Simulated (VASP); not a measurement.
Calculation: PBEsol GGA, VASP's PBE PAW potentials (set 64) (plane waves; VASP).

VASP ran on this input.

### POSCAR
```
YP
1
    3.4287513074    -0.0000000000     0.0000000000
   -0.0000000000     3.4287513074    -0.0000000000
    0.0000000000    -0.0000000000     3.4287513074
Y P
1 1
Direct
  0.0000000000   0.0000000000   0.0000000000
  0.5000000000   0.5000000000   0.5000000000
```

### KPOINTS
```
Regular mesh
0
Gamma
 12 12 12
```

### INCAR
```
SYSTEM = YP
PREC = Accurate; ENCUT = 400; LREAL = F
LASPH = T
EDIFF = 1E-7; NELM = 100; ALGO = Normal
LMAXMIX = 4
ISMEAR = -5
GGA = PS
ISIF = 2
LWAVE = F; LCHARG = T; LORBIT = 11
NEDOS = 601
```

POTCAR, in this order: Y_sv P (PBE.64 set). Program: vasp_std.

The run wrote:

**OUTCAR**
```
 ion  position               nearest neighbor table
   1  0.000  0.000  0.000-   2 2.97   2 2.97   2 2.97   2 2.97   2 2.97   2 2.97   2 2.97   2 2.97
  LATTYP: Found a simple cubic cell.
 ALAT       =     3.4287513074
 Subroutine PRICEL returns:
 Original cell was already a primitive cell.
 Subroutine GETGRP returns: Found 48 space group operations
The static configuration has the point symmetry O_h .
The dynamic configuration has the point symmetry O_h .
 Subroutine INISYM returns: Found 48 space group operations
 Subroutine IBZKPT returns following result:
 Found     84 irreducible k-points:

 Following reciprocal coordinates:
            Coordinates               Weight
  0.000000  0.000000  0.000000      1.000000
  0.083333  0.000000  0.000000      6.000000
  0.166667  0.000000  0.000000      6.000000
  0.250000  0.000000  0.000000      6.000000
  0.333333  0.000000  0.000000      6.000000
  0.416667  0.000000  0.000000      6.000000
  0.500000  0.000000  0.000000      3.000000
  0.083333  0.083333  0.000000     12.000000
  0.166667  0.083333  0.000000     24.000000
  0.250000  0.083333  0.000000     24.000000
  0.333333  0.083333  0.000000     24.000000
  0.416667  0.083333  0.000000     24.000000
  0.500000  0.083333  0.000000     12.000000
  0.166667  0.166667  0.000000     12.000000
  0.250000  0.166667  0.000000     24.000000
  0.333333  0.166667  0.000000     24.000000
  0.416667  0.166667  0.000000     24.000000
  0.500000  0.166667  0.000000     12.000000
  0.250000  0.250000  0.000000     12.000000
  0.333333  0.250000  0.000000     24.000000
  0.416667  0.250000  0.000000     24.000000
  0.500000  0.250000  0.000000     12.000000
  0.333333  0.333333  0.000000     12.000000
  0.416667  0.333333  0.000000     24.000000
  0.500000  0.333333  0.000000     12.000000
  0.416667  0.416667  0.000000     12.000000
  0.500000  0.416667  0.000000     12.000000
  0.500000  0.500000  0.000000      3.000000
  0.083333  0.083333  0.083333      8.000000
  0.166667  0.083333  0.083333     24.000000
  0.250000  0.083333  0.083333     24.000000
  0.333333  0.083333  0.083333     24.000000
  0.416667  0.083333  0.083333     24.000000
  0.500000  0.083333  0.083333     12.000000
  0.166667  0.166667  0.083333     24.000000
  0.250000  0.166667  0.083333     48.000000
  0.333333  0.166667  0.083333     48.000000
  0.416667  0.166667  0.083333     48.000000
  0.500000  0.166667  0.083333     24.000000
  0.250000  0.250000  0.083333     24.000000
   k-points           NKPTS =     84   k-points in BZ     NKDIM =     84   number of bands    NBANDS=     12
   number of dos      NEDOS =    601   number of ions     NIONS =      2
   total plane-waves  NPLWV =  13824
   dimension x,y,z NGX =    24 NGY =   24 NGZ =   24
   dimension x,y,z NGXF=    48 NGYF=   48 NGZF=   48
   ions per type =               1   1
   PREC   = accura    normal or accurate (medium, high low for compatibility)
   ISTART =      0    job   : 0-new  1-cont  2-samecut
   ICHARG =      2    charge: 1-file 2-atom 10-const
   ISPIN  =      1    spin polarized calculation?
   LNONCOLLINEAR =      F non collinear calculations
   LSORBIT =      F    spin-orbit coupling
   INIWAV =      1    electr: 0-lowe 1-rand  2-diag
   ENCUT  =  400.0 eV  29.40 Ry    5.42 a.u.   5.59  5.59  5.59*2*pi/ulx,y,z
   NELM   =    100;   NELMIN=  2; NELMDL= -5     # of ELM steps
   EDIFF  = 0.1E-06   stopping-criterion for ELM
   LREAL  =      F    real-space projection
   NLSPLINE    = F    spline interpolate recip. space projectors
   LMAXMIX     =    4 max onsite mixed and CHGCAR
   VOSKOWN=      0    Vosko Wilk Nusair interpolation
...
```

OSZICAR:
```
       N       E                     dE             d eps       ncg     rms          rms(c)
DAV:   1     0.361943798314E+02    0.36194E+02   -0.69207E+03  2024   0.104E+03
DAV:   2    -0.139153206735E+02   -0.50110E+02   -0.46843E+02  2436   0.195E+02
DAV:   3    -0.160968262094E+02   -0.21815E+01   -0.21271E+01  2776   0.319E+01
DAV:   4    -0.161787365240E+02   -0.81910E-01   -0.81936E-01  2804   0.626E+00
DAV:   5    -0.161806348081E+02   -0.18983E-02   -0.19020E-02  2872   0.754E-01    0.260E+01
DAV:   6    -0.149194995250E+02    0.12611E+01   -0.30009E+00  2396   0.985E+00    0.204E+01
DAV:   7    -0.148907080222E+02    0.28792E-01   -0.52945E-01  3152   0.444E+00    0.100E+01
DAV:   8    -0.148858286059E+02    0.48794E-02   -0.80509E-02  2420   0.187E+00    0.901E-01
DAV:   9    -0.148843288210E+02    0.14998E-02   -0.14236E-02  2404   0.608E-01    0.363E-01
DAV:  10    -0.148839313566E+02    0.39746E-03   -0.11349E-03  2468   0.304E-01    0.116E-01
DAV:  11    -0.148839289601E+02    0.23965E-05   -0.85585E-05  2948   0.827E-02    0.662E-02
DAV:  12    -0.148839341593E+02   -0.51993E-05   -0.40756E-06  2628   0.174E-02    0.259E-02
DAV:  13    -0.148839373105E+02   -0.31512E-05   -0.12046E-06  2696   0.104E-02    0.464E-03
DAV:  14    -0.148839391284E+02   -0.18179E-05   -0.11338E-07  1716   0.287E-03    0.821E-04
DAV:  15    -0.148839392440E+02   -0.11558E-06   -0.16332E-08  1468   0.994E-04    0.335E-04
DAV:  16    -0.148839393066E+02   -0.62628E-07   -0.52599E-09  1392   0.492E-04
   1 F= -.14883939E+02 E0= -.14883939E+02  d E =0.000000E+00
```

**OUTCAR**
```
------------------------ aborting loop because EDIFF is reached ----------------------------------------
  FORCE on cell =-STRESS in cart. coord.  units (eV):
  Direction    XX          YY          ZZ          XY          YZ          ZX
  --------------------------------------------------------------------------------------
  Total        0.0166944      0.0166944      0.0166944      0.0000000      0.0000000     -0.0000000
  in kB        0.6635482      0.6635482      0.6635482      0.0000000      0.0000000     -0.0000000
  external PRESSURE =       0.6635482 kB  Pullay stress =       0.0000000 kB
  volume of cell :       40.31
      direct lattice vectors                 reciprocal lattice vectors
     3.428751307  0.000000000  0.000000000     0.291651365  0.000000000  0.000000000
     0.000000000  3.428751307  0.000000000     0.000000000  0.291651365  0.000000000
     0.000000000  0.000000000  3.428751307     0.000000000  0.000000000  0.291651365
 POSITION                                       TOTAL-FORCE (eV/Angst)
 -----------------------------------------------------------------------------------
      0.00000      0.00000      0.00000         0.000000      0.000000      0.000000
      1.71438      1.71438      1.71438         0.000000      0.000000      0.000000
 -----------------------------------------------------------------------------------
    total drift:                                0.000000      0.000000     -0.000000
  FREE ENERGIE OF THE ION-ELECTRON SYSTEM (eV)
  ---------------------------------------------------
  free  energy   TOTEN  =       -14.8839393066 eV

  energy  without entropy=      -14.8839393066  energy(sigma->0) =      -14.88393931

 total charge

# of ion       s       p       d       f       tot
--------------------------------------------------
    1        2.197   6.339   1.030   0.051   9.616
    2        1.036   1.483   0.000   0.000   2.519
--------------------------------------------------
tot          3.233   7.823   1.030   0.051  12.136
```
(Selected blocks of OUTCAR.)

For a metal the tetrahedron method with Blöchl corrections gives inexact stress and forces.

The structure was generated: YP was put into the CsCl type type (Pm-3m), which need not be its known phase. It was relaxed first, which changed the volume by -30 %.
